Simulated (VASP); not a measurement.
```yaml
crystal:
  lattice:
    - [1.75860, -3.04599, 0.00000]
    - [1.75860, 3.04599, 0.00000]
    - [0.00000, 0.00000, 5.82724]
  atoms:
    - { symbol: Cd, position: [0.33333, 0.66667, 0.25000] }
    - { symbol: Cd, position: [0.66667, 0.33333, 0.75000] }
```

These are vdW-DF2, VASP's PBE PAW potentials (set 64) (plane waves; VASP) values and carry that method's errors. Run with 520 eV cut-off, 13×13×7 Γ-centred mesh, tetrahedra with Blöchl corrections, potentials Cd.

Task: Estimate the energy per atom (σ→0), band gap (on the k-mesh) with the smallest direct gap where there is one.

Result: 
```yaml
band gap (on the k-mesh): none (metal, semimetal or under 0.01 eV)
energy per atom (σ→0): 255.3 kJ/mol of atoms
```

Total energies compare only between runs with the same potentials, cut-off and functional.

The compound is Cd in the hcp structure. It was relaxed first, which changed the volume by +44 %.
